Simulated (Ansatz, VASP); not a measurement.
# Cross-check of Zn2C between VASP and Ansatz

Aim: how closely do two programs agree when they are given the same cell, functional and k mesh? The cell is generated by rule, not measured, and may not be a known phase. The cell is taken from a series of runs on this material, whose earlier steps may have relaxed, scaled, displaced or heated it; both programs get it as it stands.

Calculated with Ansatz 0.2.0; plane waves, with VASP 6.6.1 beside it; single point at PBEsol.

The structure was built from a prototype and need not be the compound's stable phase.

## (1) Starting point

Symmetry: Fm-3m, No. 225, cubic system. Conventional cell: a = 4.966 Å, b = 4.966 Å, c = 4.966 Å, α = 90.00°, β = 90.00°, γ = 90.00°. C has 8 Zn at 2.15 Å nearest. Nearest to Zn lie 4 C at 2.15 Å. Farther neighbours are not listed.

## (2) VASP: single point, PBEsol

A single point gives forces, pressure and levels at one fixed geometry, so differences don't come from the geometry; what else differs is listed under the comparison.

Lines of VASP's logs that name or quote its potential files are left out, and so is its time.

Input file INCAR:

```
SYSTEM = Zn2C
PREC = Accurate
ENCUT = 600
EDIFF = 1E-06
NELM = 120
ISMEAR = 0
SIGMA = 0.1
LREAL = .FALSE.
ALGO = Normal
GGA = PS
NBANDS = 20
LORBIT = 11
LWAVE = .FALSE.
LCHARG = .FALSE.
ISIF = 2
LASPH = .TRUE.
GGA_COMPAT = .FALSE.
EFERMI = MIDGAP
```

Input file POSCAR:

```
Zn2C
1.0
    0.0000000000      2.4830700000      2.4830700000
    2.4830700000      0.0000000000      2.4830700000
    2.4830700000      2.4830700000      0.0000000000
C Zn
1 2
Direct
    0.0000000000      0.0000000000      0.0000000000
    0.2500000000      0.2500000000      0.2500000000
    0.7500000000      0.7500000000      0.7500000000
```

Input file KPOINTS:

```
Automatic mesh
0
Gamma
6 6 6
0 0 0
```

PAW data sets: C and Zn (PBE family, release 64).

The run is started by

```sh
> mpirun -np 1 vasp_std
```

Numbers of over 12 decimals in the logs are rounded to 6 here.

Output:

```text
[banner, memory and clock lines left out]
running    1 mpi-ranks, on    1 nodes
 distrk:  each k-point on    1 cores,    1 groups
 distr:  one band on    1 cores,    1 groups

 POSCAR found type information on POSCAR C Zn
 POSCAR found :  2 types and       3 ions
|                                                                             |
|               ----> ADVICE to this user running VASP <----                  |
|                                                                             |
|     You enforced a specific xc type in the INCAR file but a different       |
|     [... a line on the potential file left out ...]
|     I HOPE YOU KNOW WHAT YOU ARE DOING!                                     |
|                                                                             |

 LDA part: xc-table for (Slater+PW92), standard interpolation
 POSCAR, INCAR and KPOINTS ok, starting setup
 FFT: planning ... GRIDC
 FFT: planning ... GRID_SOFT
 FFT: planning ... GRID
 WAVECAR not read
 entering main loop
       N       E                     dE             d eps       ncg     rms          rms(c)
DAV:   1     0.153517827993E+03    0.15352E+03   -0.15615E+04   656   0.247E+03
DAV:   2    -0.140730906254E+01   -0.15493E+03   -0.14844E+03   652   0.371E+02
DAV:   3    -0.124160203427E+02   -0.11009E+02   -0.10838E+02   712   0.986E+01
DAV:   4    -0.126248450604E+02   -0.20882E+00   -0.20849E+00   692   0.126E+01
DAV:   5    -0.126261761400E+02   -0.13311E-02   -0.13310E-02   720   0.968E-01    0.123E+01
DAV:   6    -0.106069916144E+02    0.20192E+01   -0.51479E+00   900   0.592E+01    0.887E+00
DAV:   7    -0.106008835752E+02    0.61080E-02   -0.96103E-01   704   0.126E+01    0.466E+00
DAV:   8    -0.105777022481E+02    0.23181E-01   -0.41741E-02   732   0.171E+00    0.142E+00
DAV:   9    -0.105749162024E+02    0.27860E-02   -0.26606E-03   852   0.607E-01    0.123E-01
DAV:  10    -0.105748777648E+02    0.38438E-04   -0.75573E-04   936   0.284E-01    0.508E-02
DAV:  11    -0.105748855420E+02   -0.77772E-05   -0.11748E-04   692   0.862E-02    0.159E-02
DAV:  12    -0.105748852103E+02    0.33162E-06   -0.30140E-06   680   0.151E-02
   1 F= -.10574885E+02 E0= -.10574869E+02  d E =-.329396E-04
```

OUTCAR, selected parts (step 2):

```text
ion  position               nearest neighbor table
   1  0.000  0.000  0.000-   3 2.15   3 2.15   3 2.15   2 2.15   3 2.15   2 2.15   2 2.15   2 2.15

  LATTYP: Found a face centered cubic cell.
 ALAT       =     4.9661400000

 Subroutine GETGRP returns: Found 48 space group operations
 (whereof 48 operations were pure point group operations)

The static configuration has the point symmetry O_h .

 Found     16 irreducible k-points:

   k-points           NKPTS =     16   k-points in BZ     NKDIM =     16   number of bands    NBANDS=     20

   dimension x,y,z NGX =    28 NGY =   28 NGZ =   28
   dimension x,y,z NGXF=    56 NGYF=   56 NGZF=   56

   ENCUT  =  600.0 eV  44.10 Ry    6.64 a.u.   7.01  7.01  7.01*2*pi/ulx,y,z

   NELECT =      28.0000    total number of electrons

 k-points in reciprocal lattice and weights: Automatic mesh
   0.00000000  0.00000000  0.00000000       0.005
   0.16666667  0.00000000  0.00000000       0.037
   0.33333333  0.00000000  0.00000000       0.037
   0.50000000  0.00000000  0.00000000       0.019
   0.16666667  0.16666667  0.00000000       0.028
   0.33333333  0.16666667  0.00000000       0.111
   0.50000000  0.16666667  0.00000000       0.111
  -0.33333333  0.16666667  0.00000000       0.111
  -0.16666667  0.16666667  0.00000000       0.056
[...]
-0.33333333  0.33333333  0.16666667       0.111
  -0.33333333  0.50000000  0.16666667       0.056

 average (electrostatic) potential at core
       1 -49.7148       2 -34.5112       3 -34.5112

 E-fermi :   5.8733

 k-point     1 :       0.0000    0.0000    0.0000
  band No.  band energies     occupation
    ...
     10      -1.3415      2.00000
     11      -1.3415      2.00000
     12       5.6782      1.99419
     13       5.6782      1.99419
     14       5.6782      1.99419
     15       6.0414      0.01744
     16       9.9119      0.00000
     17       9.9119      0.00000
     18       9.9119      0.00000
     19      16.7383      0.00000
    ...

 k-point     2 :       0.1667    0.0000    0.0000
  band No.  band energies     occupation
    ...
     10      -1.5233      2.00000
     11      -1.5233      2.00000
     12       3.2136      2.00000
     13       5.2160      2.00000
     14       5.2160      2.00000
     15       7.0334      0.00000
     16      10.0618      0.00000
     17      10.6709      0.00000
     18      10.6709      0.00000
     19      15.9155      0.00000
    ...

 k-point     3 :       0.3333    0.0000    0.0000
  band No.  band energies     occupation
    ...
     10      -1.9659      2.00000
     11      -1.9659      2.00000
     12       0.1202      2.00000
     13       4.6148      2.00000
     14       4.6148      2.00000
     15       7.1131      0.00000
     16      11.1253      0.00000
     17      11.1253      0.00000
     18      11.1587      0.00000
     19      15.4090      0.00000
    ...

  Total        3.6282005      3.6282005      3.6282005     -0.0000000      0.0000000     -0.0000000
  in kB      189.8475393    189.8475393    189.8475393     -0.0000000      0.0000000     -0.0000000
  external PRESSURE =     189.8475393 kB  Pullay stress =       0.0000000 kB

  energy-cutoff  :      600.00
  volume of cell :       30.62
      direct lattice vectors                 reciprocal lattice vectors
     0.000000000  2.483070000  2.483070000    -0.201363635  0.201363635  0.201363635
     2.483070000  0.000000000  2.483070000     0.201363635 -0.201363635  0.201363635
     2.483070000  2.483070000  0.000000000     0.201363635  0.201363635 -0.201363635

 POSITION                                       TOTAL-FORCE (eV/Angst)
 -----------------------------------------------------------------------------------
      0.00000      0.00000      0.00000         0.000000      0.000000      0.000000
      1.24154      1.24154      1.24154         0.000000      0.000000      0.000000
      3.72461      3.72461      3.72461        -0.000000     -0.000000     -0.000000
 -----------------------------------------------------------------------------------
    total drift:                                0.000000      0.000000      0.000000

  FREE ENERGIE OF THE ION-ELECTRON SYSTEM (eV)
  ---------------------------------------------------
  free  energy   TOTEN  =       -10.5748852103 eV

  energy  without entropy=      -10.5748522708  energy(sigma->0) =      -10.57486874

 total charge
# of ion       s       p       d       tot
------------------------------------------
    1        0.806   1.515   0.000   2.322
    2        0.570   0.676   9.843  11.089
    3        0.570   0.676   9.843  11.089
--------------------------------------------------
tot          1.947   2.867  19.687  24.501

[... 3 further parts left out ...]
```

The run ends at a pressure of 18.98 GPa.

## (3) Ansatz: single point, PBEsol

Ansatz runs on its default PAW (the set named soft_2) files.

The same cell, functional, mesh and smearing now go to Ansatz, which takes its cutoff from its data sets.

Input file input.yaml:

```yaml
crystal:
  lattice:
    - [0.0, 2.48307, 2.48307]
    - [2.48307, 0.0, 2.48307]
    - [2.48307, 2.48307, 0.0]
  atoms:
    - { symbol: C, position: [0.0, 0.0, 0.0] }
    - { symbol: Zn, position: [0.25, 0.25, 0.25] }
    - { symbol: Zn, position: [0.75, 0.75, 0.75] }
kpoints:
  mp_grid: { grid: [6, 6, 6] }
hamiltonian:
  xc: pbesol
scf:
  occupations: { method: gaussian, width: 0.1 }
output:
  forces: true
  stress: true
  eigenvalues: true
```

The run is started by

```sh
> ansatz run input.yaml --threads 4 --pin off --max-ram 7168MiB --backend cpu --events-out ev --progress --plain --runs-dir out
```

Output:

```text
Engine: ansatz 0.2.0, x86_64-unknown-linux-gnu
Pseudopotentials: kind: paw
Pseudopotential: C, paw, valence charge 4, recommended cutoff 420 eV (normal), C.paw.azcp
Pseudopotential: Zn, paw, valence charge 12, recommended cutoff 420 eV (normal), Zn.paw.azcp
Functional definition: PBEsol
  exchange = pbesol_x
  correlation = pbesol_c
Crystal: 3 atoms, lattice volume = 30.619 Å³
Basis set: ecut = 420 eV, 609 PW (Γ), exchange–correlation on 48×48×48 points (8 copies of the dense FFT grid, shifted against one another)
Bands: 18, of which v1, the nominal top of the filled ones, is band 14 counted from 1 (13 counted from 0)
Symmetry: 48 space group operations
Space group: Fm-3m (ITA 225), of the structure as read, at distance tolerance 3.1e-5 Å
k-points: 16 of 216
Non-local potential: C, projectors of the file, l = 0: 2, l = 1: 2, l = 2: 1
Non-local potential: Zn, projectors of the file, l = 0: 2, l = 1: 2, l = 2: 3, l = 3: 1
PAW form: soft (Blöchl's): semilocal exchange-correlation on the pseudo side does not see the compensation charge
PAW frozen core: C, regenerated for the run's functional, and the local potential with it (the file was generated under x = pbe(κ = 0.804, μ = 0.219515), c = pbe(β = 0.066725))
PAW frozen core: Zn, regenerated for the run's functional, and the local potential with it (the file was generated under x = pbe(κ = 0.804, μ = 0.219515), c = pbe(β = 0.066725))
PAW one-centre angular grid: C, 110 points (default); XC on 64 Gauss nodes
PAW one-centre angular grid: Zn, 590 points (default); XC on 64 Gauss nodes
Initial density: superposition of atomic densities (neutral atoms: chi_scale 0, normalization atom), corrected by the library's trained network
Initial wavefunctions: pseudopotential atomic-orbital guess
Functional: x = pbesol(κ = 0.804, μ = 0.123457), c = pbesol(β = 0.046)
SCF iter   1: F=—  HF=-6806.296146 eV  |F-HF|=—  |Δ(HF+E_count)|=         —  Δρ=6.99e-3  dr2=1.39e-2  ethr=1.77e-3  ⟨swp⟩=5.3  Hψ=1331  notcnv=0
preconditioner: auto → none  [insulator: Δε(μ)=0.277 eV  Ē_g=12.578 eV  σ=0.100 eV  W_gap=0.94  n_scr=14 (ndim 8)  ℏωp=35.5 eV  f_vac=0.001  D(μ)=0.03/eV (n_scr^D=0)  ε∞_Penn≈9.0]
SCF iter   2: F=—  HF=-6806.292574 eV  |F-HF|=—  |Δ(HF+E_count)|=   3.57e-3  Δρ=2.11e-3  dr2=8.20e-4  ethr=4.96e-5  ⟨swp⟩=2.1  Hψ=654  notcnv=0
SCF iter   3: F=—  HF=-6806.292190 eV  |F-HF|=—  |Δ(HF+E_count)|=   3.84e-4  Δρ=5.66e-4  dr2=3.89e-5  ethr=2.93e-6  ⟨swp⟩=2.0  Hψ=509  notcnv=0
SCF iter   4: F=—  HF=-6806.292188 eV  |F-HF|=—  |Δ(HF+E_count)|=   1.78e-6  Δρ=3.11e-4  dr2=1.42e-5  ethr=1.39e-7  ⟨swp⟩=2.0  Hψ=493  notcnv=0
SCF iter   5: F=—  HF=-6806.292185 eV  |F-HF|=—  |Δ(HF+E_count)|=   3.18e-6  Δρ=7.12e-5  dr2=4.20e-7  ethr=5.05e-8  ⟨swp⟩=2.0  Hψ=492  notcnv=0
SCF iter   6: F=-6806.292185 eV  HF=-6806.292185 eV  |F-HF|=5.53e-8  |Δ(HF+E_count)|=   3.23e-7  Δρ=1.32e-5  dr2=6.24e-8  ethr=3.57e-10  ⟨swp⟩=5.3  Hψ=1312  notcnv=0
SCF 1 converged in 6 iterations: F = -6806.292185 eV  dr2 = 6.24e-8
  greatest PAW one-centre occupation: 0.981 electrons in one spin orbital (limit 2), on the Zn atom at site 2 (counted from 0), in its partial waves of l = 2
SCF converged after 6 iterations
Free energy (F): -6806.292185 eV
Harris-Foulkes:  -6806.292185 eV  (|F-HF|=5.53e-8)
Internal energy: -6806.292117 eV  (E = F + TS)
E sigma→0 (E₀):  -6806.292151 eV
Entropy (-TS):   -0.000068 eV (-0.023 meV/atom)
Fermi energy:    14.369923 eV
--- Per-component energies (eV) ---
  E_band       = 182.587961
  E_kinetic    = 355.350581
  E_local      = -2979.711053  (includes V_loc(G=0)·N_el)
  E_nonlocal   = 1254.325417
  E_hartree    = 1256.432797
  E_xc         = -322.944424
  E_vxc        = -169.507560  (∫ρ·V_xc dr)
  E_paw        = -3672.426847  (= ΣΔE_a)
  E_vpaw       = -790.732644  (= ΣTr[D̂ρ^β])
  E_aug_tail   = -0.000718  (compensation charges beyond the density's cutoff)
  E_ewald      = -2698.933681
  E_core_change = 1.615810  (= ΣΔE_core)
  E_smearing   = -0.000068  (= −TS)
  E_closure    = -0.000000  (closes the sum)
  Σ components = -6806.292185   (vs F -6806.292185, Δ=0.00e0)
--- Forces (eV/Å), atoms counted from 1 ---
  atom   1  C     -0.00000000     0.00000000    -0.00000000
  atom   2  Zn    -0.00000000     0.00000000    -0.00000000
  atom   3  Zn     0.00000000    -0.00000000     0.00000000
  max |Σ_I F_I| component: 9.25e-18 eV/Å
--- Stress (GPa, compression-positive) ---
       17.988083       0.000000      -0.000000
        0.000000      17.988083      -0.000000
       -0.000000      -0.000000      17.988083
  P = ⅓ Tr σ = 17.9881 GPa (179.881 kbar)
--- Band table (eV; the first three rows and the last of 16) ---
  k-point 0: bands = [... 10 lower, 7.1933, 14.1949, 14.1949, 14.1949, 14.5152, 18.4210, 18.4210, 18.4210]
  k-point 1: bands = [... 10 lower, 7.0107, 11.7377, 13.7364, 13.7364, 15.5173, 18.5518, 19.1788, 19.1788]
  k-point 2: bands = [... 10 lower, 6.5668, 8.6514, 13.1380, 13.1380, 15.6078, 19.6350, 19.6415, 19.6415]
  k-point 15: bands = [... 10 lower, 6.9129, 8.8193, 8.8597, 9.2478, 17.0221, 18.2983, 21.2496, 21.4082]
```

In the SCF lines HF is the Harris–Foulkes energy and dr2 the Hartree energy of the density residual, in eV; the loop may stop once dr2 is under the threshold and the program's other checks hold. Hψ counts applications of the Hamiltonian.

The run ends at a pressure of 17.99 GPa.

## (4) Comparison

Known differences besides the potentials themselves: the cutoff is 420 eV in Ansatz and 600 eV in VASP; Ansatz makes its cores anew for this functional, VASP keeps those of its PBE data sets. Total energies have different zeros and are not compared.

The two programs side by side:

| quantity | Ansatz | VASP | difference |
| --- | --- | --- | --- |
| pressure (GPa) | 17.99 | 18.98 | -1.00 |
| gap on the k mesh (eV) | 0.320 | 0.363 | -0.043 |

A gap on the mesh is an upper bound, since the band edges may lie between its points.

## (5) Summary of results

* difference in gap on the k mesh (single point, PBEsol): -0.043 eV
* difference in pressure (single point, PBEsol): -1.00 GPa

The difference in pressure is -1.00 GPa (single point, PBEsol), at about the 1 GPa picked in this series as the mark of a large difference. How closely two codes agree says nothing of how well the functional describes the real material.

[Lines on the potential files, build, host, timing and source positions are cut from VASP's logs without a mark.]

[Logs are printed without paths, hosts, clocks, repeated set-up lines and the standing remarks that a program may print on its own settings, such as how far it seeks lower states.]

[Hosts, paths, dates, database ids (printed as entryN), source tags and the programs' standing remarks are cut or masked in the printed files.]
